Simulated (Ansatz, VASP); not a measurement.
**Cross-check of SnSe2 between VASP and Ansatz**

Wanted: the spread between two codes on one cell, functional and k mesh. The cell is taken from a series of runs on this material, whose earlier steps may have relaxed, scaled, displaced or heated it; both programs get it as it stands.

Main program and level: Ansatz 0.2.0; plane waves, with VASP 6.6.1 beside it; zone-centre phonons at PBE.

## Step 1: Starting point

Symmetry: P-3m1, No. 164, trigonal system. Conventional cell: a = 3.872 Å, b = 3.872 Å, c = 7.012 Å, α = 90.00°, β = 90.00°, γ = 120.00°. Nearest to Sn lie 6 Se at 2.75 Å. Se has 3 Sn at 2.75 Å nearest. Farther neighbours and most contacts between anions are not listed.

As a file:

```cif
data_structure
_symmetry_space_group_name_H-M 'P-3m1'
_symmetry_Int_Tables_number 164
_cell_length_a 3.8719
_cell_length_b 3.8719
_cell_length_c 7.0122
_cell_angle_alpha 90.000
_cell_angle_beta 90.000
_cell_angle_gamma 120.000
_cell_volume 91.04
loop_
_atom_site_label
_atom_site_type_symbol
_atom_site_symmetry_multiplicity
_atom_site_Wyckoff_symbol
_atom_site_fract_x
_atom_site_fract_y
_atom_site_fract_z
_atom_site_occupancy
Sn1 Sn 1 a 0.00000 0.00000 0.00000 1
Se1 Se 2 d 0.33333 0.66667 0.22741 1
```

## Step 2: VASP: zone-centre phonons, PBE

Second derivatives magnify differences that forces hide, and they need a tight electronic threshold.

Lines of VASP's logs that name or quote its potential files are left out, and so is its time.

Input file INCAR:

```
SYSTEM = SnSe2
PREC = Accurate
ENCUT = 500
EDIFF = 1E-08
NELM = 120
ISMEAR = -1
SIGMA = 0.1
LREAL = .FALSE.
ALGO = Normal
GGA = PE
NBANDS = 19
LORBIT = 11
LWAVE = .FALSE.
LCHARG = .FALSE.
ISIF = 2
IBRION = 8
LASPH = .TRUE.
GGA_COMPAT = .FALSE.
EFERMI = MIDGAP
KPAR = 2
```

Input file POSCAR:

```
SnSe2
1.0
    3.8718541338      0.0000000000      0.0000000000
   -1.9359270669      3.3531240396      0.0000000000
    0.0000000000      0.0000000000      7.0122498226
Sn Se
1 2
Direct
    0.0000000000      0.0000000000      0.0000000000
    0.3333333333      0.6666666667      0.2274079848
    0.6666666667      0.3333333333      0.7725920152
```

Input file KPOINTS:

```
Automatic mesh
0
Gamma
12 12 6
0 0 0
```

Potentials, in the order of the species: Sn_d and Se (PBE family, release 64).

The run is started by

```console
> mpirun -np 2 vasp_std
```

Numbers of over 12 decimals in the logs are rounded to 6 here.

The log of the run:

```text
[banner, memory and clock lines left out]
running    2 mpi-ranks, on    1 nodes
 distrk:  each k-point on    1 cores,    2 groups
 distr:  one band on    1 cores,    1 groups

 POSCAR found type information on POSCAR SnSe
 POSCAR found :  2 types and       3 ions
 LDA part: xc-table for (Slater+PW92), standard interpolation
 POSCAR, INCAR and KPOINTS ok, starting setup
 FFT: planning ... GRIDC
 FFT: planning ... GRID_SOFT
 FFT: planning ... GRID
 WAVECAR not read
 entering main loop
       N       E                     dE             d eps       ncg     rms          rms(c)
DAV:   1     0.197258922690E+03    0.19726E+03   -0.11928E+04  3844   0.144E+03
DAV:   2     0.100620672381E+02   -0.18720E+03   -0.18147E+03  4159   0.353E+02
DAV:   3    -0.113808171891E+02   -0.21443E+02   -0.21025E+02  4680   0.113E+02
DAV:   4    -0.121280764757E+02   -0.74726E+00   -0.74586E+00  4577   0.227E+01
DAV:   5    -0.121467721741E+02   -0.18696E-01   -0.18694E-01  5426   0.365E+00    0.467E+00
DAV:   6    -0.118900314591E+02    0.25674E+00   -0.57909E-01  5749   0.776E+00    0.301E+00
DAV:   7    -0.118747428485E+02    0.15289E-01   -0.15332E-01  4309   0.246E+00    0.974E-01
DAV:   8    -0.118745696095E+02    0.17324E-03   -0.12724E-02  4686   0.105E+00    0.262E-01
DAV:   9    -0.118751136997E+02   -0.54409E-03   -0.15240E-03  4285   0.319E-01    0.834E-02
DAV:  10    -0.118751332746E+02   -0.19575E-04   -0.12742E-04  5280   0.797E-02    0.328E-02
DAV:  11    -0.118751677543E+02   -0.34480E-04   -0.52737E-05  4094   0.423E-02    0.972E-03
DAV:  12    -0.118751675085E+02    0.24578E-06   -0.34432E-06  5009   0.127E-02    0.731E-03
DAV:  13    -0.118751684919E+02   -0.98342E-06   -0.27403E-06  4109   0.871E-03    0.256E-03
DAV:  14    -0.118751686406E+02   -0.14872E-06   -0.74946E-08  5239   0.180E-03    0.936E-04
DAV:  15    -0.118751686874E+02   -0.46814E-07   -0.47330E-08  3628   0.134E-03    0.232E-04
DAV:  16    -0.118751686953E+02   -0.78203E-08   -0.15662E-09  3199   0.277E-04
   1 F= -.11875169E+02 E0= -.11873544E+02  d E =-.324844E-02
 Linear response reoptimize wavefunctions to high precision
DAV:   1    -0.118751687012E+02   -0.59367E-08   -0.71111E-10  3309   0.176E-04
DAV:   2    -0.118751687012E+02    0.45475E-12   -0.64689E-11  2428   0.612E-05
 Linear response DOF=           4
 Linear response progress:
  Degree of freedom:   1/  4
       N       E                     dE             d eps       ncg     rms          rms(c)
RMM:   1    -0.209812545957E+00   -0.20981E+00    0.73431E-01 11043   0.130E+01
RMM:   2    -0.215081244069E+00   -0.52687E-02   -0.13774E-02 16518   0.885E-01    0.724E-02
RMM:   3    -0.214905678450E+00    0.17557E-03   -0.11327E-03 18033   0.233E-01    0.387E-02
RMM:   4    -0.214588182833E+00    0.31750E-03   -0.92457E-05 18460   0.723E-02    0.183E-02
RMM:   5    -0.214439911198E+00    0.14827E-03   -0.15030E-05 18107   0.289E-02    0.613E-03
RMM:   6    -0.214433430788E+00    0.64804E-05   -0.17335E-06 19503   0.997E-03    0.192E-03
RMM:   7    -0.214441264529E+00   -0.78337E-05   -0.21225E-07 19499   0.346E-03    0.218E-04
RMM:   8    -0.214442660247E+00   -0.13957E-05   -0.12925E-07 19954   0.130E-03    0.491E-05
RMM:   9    -0.214443387046E+00   -0.72680E-06   -0.80098E-08 19957   0.563E-04    0.217E-05
RMM:  10    -0.214443317034E+00    0.70012E-07   -0.49230E-08 20298   0.271E-04    0.137E-05
RMM:  11    -0.214443274127E+00    0.42907E-07   -0.19849E-08 20427   0.149E-04    0.453E-06
RMM:  12    -0.214443255221E+00    0.18906E-07   -0.27775E-08 19831   0.878E-05    0.279E-06
RMM:  13    -0.214443225227E+00    0.29994E-07   -0.16490E-08 20131   0.599E-05    0.132E-06
RMM:  14    -0.214443210300E+00    0.14926E-07   -0.12599E-08 18555   0.448E-05    0.211E-07
RMM:  15    -0.214443207681E+00    0.26190E-08   -0.60715E-09 14939   0.361E-05    0.276E-07
 first order change of Fermi-energy   0.22668E-04
 force on displaced ion       1 direction 1 :  -4.715   0.000   0.000
 Linear response progress:
  Degree of freedom:   2/  4
       N       E                     dE             d eps       ncg     rms          rms(c)
RMM:   1    -0.225687238935E+00   -0.22569E+00    0.77813E-01  4677   0.135E+01
RMM:   2    -0.229770856348E+00   -0.40836E-02   -0.15738E-02  6898   0.891E-01    0.108E-01
RMM:   3    -0.228768702971E+00    0.10022E-02   -0.14482E-03  7433   0.254E-01    0.617E-02
RMM:   4    -0.228040074666E+00    0.72863E-03   -0.23162E-04  7434   0.947E-02    0.324E-02
RMM:   5    -0.227539382232E+00    0.50069E-03   -0.13803E-04  7464   0.647E-02    0.879E-03
RMM:   6    -0.227548051205E+00   -0.86690E-05   -0.19910E-05  7510   0.216E-02    0.273E-03
RMM:   7    -0.227590497427E+00   -0.42446E-04   -0.93277E-06  7809   0.850E-03    0.130E-03
RMM:   8    -0.227592650744E+00   -0.21533E-05   -0.18766E-06  7656   0.323E-03    0.292E-04
RMM:   9    -0.227596675408E+00   -0.40247E-05   -0.88330E-07  7998   0.128E-03    0.110E-04
RMM:  10    -0.227598196196E+00   -0.15208E-05   -0.16405E-06  7765   0.547E-04    0.469E-05
RMM:  11    -0.227597840122E+00    0.35607E-06   -0.29627E-07  8410   0.224E-04    0.122E-05
RMM:  12    -0.227598112046E+00   -0.27192E-06   -0.25810E-07  7931   0.109E-04    0.560E-06
RMM:  13    -0.227597999659E+00    0.11239E-06   -0.18511E-07  8101   0.615E-05    0.269E-06
RMM:  14    -0.227598004136E+00   -0.44778E-08   -0.77575E-08  8281   0.397E-05    0.159E-06
 first order change of Fermi-energy   0.64125E-04
 force on displaced ion       1 direction 3 :  -0.000   0.000 -14.484
 Linear response progress:
  Degree of freedom:   3/  4
       N       E                     dE             d eps       ncg     rms          rms(c)
RMM:   1    -0.803621559172E-01   -0.80362E-01    0.68107E-02 38191   0.140E+00
RMM:   2    -0.801797593361E-01    0.18240E-03   -0.20196E-03 28056   0.253E-01    0.847E-02
RMM:   3    -0.804320109440E-01   -0.25225E-03   -0.15450E-04 31598   0.741E-02    0.452E-02
RMM:   4    -0.807965761822E-01   -0.36457E-03   -0.58753E-05 32007   0.467E-02    0.717E-03
RMM:   5    -0.808121001322E-01   -0.15524E-04   -0.41086E-06 33430   0.132E-02    0.332E-03
RMM:   6    -0.808061739990E-01    0.59261E-05   -0.18300E-07 33719   0.297E-03    0.140E-03
RMM:   7    -0.808099323555E-01   -0.37584E-05    0.76798E-08 33469   0.111E-03    0.288E-04
RMM:   8    -0.808110203887E-01   -0.10880E-05    0.23999E-07 34631   0.380E-04    0.553E-05
RMM:   9    -0.808105430484E-01    0.47734E-06    0.48745E-07 34331   0.161E-04    0.114E-05
RMM:  10    -0.808106231753E-01   -0.80127E-07   -0.12285E-07 36706   0.600E-05    0.679E-06
RMM:  11    -0.808106452759E-01   -0.22101E-07    0.44439E-08 33719   0.354E-05    0.210E-06
RMM:  12    -0.808106478664E-01   -0.25905E-08    0.31051E-08 34965   0.237E-05    0.639E-07
 first order change of Fermi-energy  -0.18857E-04
 force on displaced ion       2 direction 1 :  -2.807  -0.000  -0.000
 Linear response progress:
  Degree of freedom:   4/  4
       N       E                     dE             d eps       ncg     rms          rms(c)
RMM:   1    -0.101522257948E+00   -0.10152E+00    0.67777E-02  8595   0.147E+00
RMM:   2    -0.999171787700E-01    0.16051E-02   -0.19663E-03  6796   0.229E-01    0.899E-02
RMM:   3    -0.997667133685E-01    0.15047E-03   -0.21540E-04  7284   0.721E-02    0.427E-02
RMM:   4    -0.997578762074E-01    0.88372E-05   -0.38387E-05  7327   0.377E-02    0.205E-02
RMM:   5    -0.997863426054E-01   -0.28466E-04   -0.17507E-05  7330   0.259E-02    0.655E-03
RMM:   6    -0.997861868748E-01    0.15573E-06   -0.97460E-07  7429   0.804E-03    0.143E-03
RMM:   7    -0.997868763140E-01   -0.68944E-06    0.33948E-08  7611   0.194E-03    0.582E-04
RMM:   8    -0.997872044157E-01   -0.32810E-06   -0.33226E-08  7051   0.864E-04    0.110E-04
RMM:   9    -0.997872441846E-01   -0.39769E-07    0.41874E-08  7518   0.342E-04    0.611E-05
RMM:  10    -0.997871776058E-01    0.66579E-07   -0.10753E-07  7675   0.135E-04    0.142E-05
RMM:  11    -0.997872742951E-01   -0.96689E-07   -0.58489E-08  8041   0.577E-05    0.410E-06
RMM:  12    -0.997872976494E-01   -0.23354E-07    0.59306E-08  8035   0.315E-05    0.167E-06
RMM:  13    -0.997873008734E-01   -0.32240E-08    0.40131E-08  7482   0.245E-05    0.760E-07
 first order change of Fermi-energy  -0.10479E+00
 force on displaced ion       2 direction 3 :   0.000   0.000  -8.110
 Linear response finished
```

OUTCAR, selected parts (step 2):

```text
ion  position               nearest neighbor table
   1  0.000  0.000  0.000-   2 2.75   3 2.75   2 2.75   3 2.75   3 2.75   2 2.75
   2  0.333  0.667  0.227-   1 2.75   1 2.75   1 2.75
   3  0.667  0.333  0.773-   1 2.75   1 2.75   1 2.75

  LATTYP: Found a hexagonal cell.
 ALAT       =     3.8718541338
 C/A-ratio  =     1.8110831607

 Subroutine GETGRP returns: Found 12 space group operations
 (whereof 12 operations were pure point group operations)

The static configuration has the point symmetry D_3d.

 Found    100 irreducible k-points:

   k-points           NKPTS =    100   k-points in BZ     NKDIM =    100   number of bands    NBANDS=     19

   dimension x,y,z NGX =    28 NGY =   28 NGZ =   54
   dimension x,y,z NGXF=    56 NGYF=   56 NGZF=  108

   ENCUT  =  500.0 eV  36.75 Ry    6.06 a.u.   7.06  7.06 12.78*2*pi/ulx,y,z

   NELECT =      26.0000    total number of electrons

 k-points in reciprocal lattice and weights: Automatic mesh
   0.00000000  0.00000000  0.00000000       0.001
   0.08333333  0.00000000  0.00000000       0.007
   0.16666667  0.00000000  0.00000000       0.007
   0.25000000 -0.00000000  0.00000000       0.007
   0.33333333 -0.00000000  0.00000000       0.007
   0.41666667  0.00000000  0.00000000       0.007
   0.50000000 -0.00000000  0.00000000       0.003
   0.08333333  0.08333333  0.00000000       0.007
   0.16666667  0.08333333  0.00000000       0.014
[...]
0.33333333  0.25000000  0.50000000       0.014
   0.33333333  0.33333333  0.50000000       0.002

 average (electrostatic) potential at core
       1-104.2193       2 -54.8650       3 -54.8650

  Total        0.0218740      0.0218740      0.0433270      0.0000000      0.0000000      0.0000000
  in kB        0.3849567      0.3849567      0.7625051      0.0000000      0.0000000      0.0000000
  external PRESSURE =       0.5108062 kB  Pullay stress =       0.0000000 kB

  energy-cutoff  :      500.00
  volume of cell :       91.04
      direct lattice vectors                 reciprocal lattice vectors
     3.871854134  0.000000000  0.000000000     0.258274193  0.149114675  0.000000000
    -1.935927067  3.353124040  0.000000000     0.000000000  0.298229349  0.000000000
     0.000000000  0.000000000  7.012249823     0.000000000  0.000000000  0.142607583

 POSITION                                       TOTAL-FORCE (eV/Angst)
 -----------------------------------------------------------------------------------
      0.00000      0.00000      0.00000         0.000000      0.000000      0.000000
     -0.00000      2.23542      1.59464         0.000000      0.000000      0.016459
      1.93593      1.11771      5.41761        -0.000000     -0.000000     -0.016459
 -----------------------------------------------------------------------------------
    total drift:                                0.000000      0.000000     -0.000000

 Eigenvectors and eigenvalues of the dynamical matrix
 ----------------------------------------------------

   1 f  =    7.235430 THz    45.461550 2PiTHz  241.347978 cm-1    29.923322 meV
             X         Y         Z           dx          dy          dz
      0.000000  0.000000  0.000000     0.000000   -0.000000   -0.754724
     -0.000000  2.235416  1.594642     0.000000   -0.000000    0.463892
      1.935927  1.117708  5.417608    -0.000000    0.000000    0.463892

   2 f  =    5.260310 THz    33.051505 2PiTHz  175.465067 cm-1    21.754886 meV
             X         Y         Z           dx          dy          dz
      0.000000  0.000000  0.000000     0.000000   -0.000000    0.000000
     -0.000000  2.235416  1.594642     0.000000    0.000000    0.707107
      1.935927  1.117708  5.417608    -0.000000    0.000000   -0.707107

   3 f  =    4.122108 THz    25.899969 2PiTHz  137.498728 cm-1    17.047662 meV
             X         Y         Z           dx          dy          dz
      0.000000  0.000000  0.000000    -0.755859    0.000003   -0.000000
     -0.000000  2.235416  1.594642     0.462967   -0.000002   -0.000000
      1.935927  1.117708  5.417608     0.462967   -0.000002   -0.000000

   4 f  =    4.122108 THz    25.899969 2PiTHz  137.498728 cm-1    17.047662 meV
             X         Y         Z           dx          dy          dz
      0.000000  0.000000  0.000000    -0.000003   -0.755859    0.000000
     -0.000000  2.235416  1.594642     0.000002    0.462967   -0.000000
      1.935927  1.117708  5.417608     0.000002    0.462967    0.000000

   5 f  =    3.176982 THz    19.961568 2PiTHz  105.972720 cm-1    13.138937 meV
             X         Y         Z           dx          dy          dz
      0.000000  0.000000  0.000000    -0.000000   -0.000000    0.000000
     -0.000000  2.235416  1.594642    -0.707107   -0.000004   -0.000000
      1.935927  1.117708  5.417608     0.707107    0.000004   -0.000000

   6 f  =    3.176982 THz    19.961568 2PiTHz  105.972720 cm-1    13.138937 meV
             X         Y         Z           dx          dy          dz
      0.000000  0.000000  0.000000    -0.000000    0.000000   -0.000000
     -0.000000  2.235416  1.594642     0.000004   -0.707107   -0.000000
      1.935927  1.117708  5.417608    -0.000004    0.707107    0.000000

   7 f/i=    0.001880 THz     0.011814 2PiTHz    0.062720 cm-1     0.007776 meV
             X         Y         Z           dx          dy          dz
      0.000000  0.000000  0.000000     0.539444   -0.371049   -0.000000
     -0.000000  2.235416  1.594642     0.440359   -0.302895   -0.000000
      1.935927  1.117708  5.417608     0.440359   -0.302895   -0.000000

   8 f/i=    0.001880 THz     0.011814 2PiTHz    0.062720 cm-1     0.007776 meV
             X         Y         Z           dx          dy          dz
      0.000000  0.000000  0.000000     0.371049    0.539444    0.000000
     -0.000000  2.235416  1.594642     0.302895    0.440359    0.000000
      1.935927  1.117708  5.417608     0.302895    0.440359    0.000000

   9 f/i=    0.009230 THz     0.057996 2PiTHz    0.307891 cm-1     0.038174 meV
             X         Y         Z           dx          dy          dz
      0.000000  0.000000  0.000000    -0.000000    0.000000   -0.656043
     -0.000000  2.235416  1.594642    -0.000000    0.000000   -0.533670
      1.935927  1.117708  5.417608    -0.000000    0.000000   -0.533670

 ELASTIC MODULI CONTR FROM IONIC RELAXATION (kBar)
 Direction    XX          YY          ZZ          XY          YZ          ZX
 --------------------------------------------------------------------------------
 XX        -124.9767   -119.7867   -309.4053     -0.0000     22.4704      0.0000
 YY        -119.7867   -124.9767   -309.4053     -0.0000    -22.4704      0.0000
 ZZ        -309.4053   -309.4053   -782.2381     -0.0000      0.0000      0.0000
 XY          -0.0000     -0.0000     -0.0000     -2.5950     -0.0000     29.0583
 YZ          22.4704    -22.4704      0.0000     -0.0000   -194.5722      0.0000
 ZX           0.0000      0.0000      0.0000     29.0583      0.0000   -325.3879
 --------------------------------------------------------------------------------
```

Energies printed during the response cycles are not total energies of the cell.

(Continued in part 2 of 2.)

[Lines on the potential files, build, host, timing and source positions are cut from VASP's logs without a mark.]

[Logs are printed without paths, hosts, clocks, repeated set-up lines and the standing remarks that a program may print on its own settings, such as how far it seeks lower states.]

[Hosts, paths, dates, database ids (printed as entryN), source tags and the programs' standing remarks are cut or masked in the printed files.]
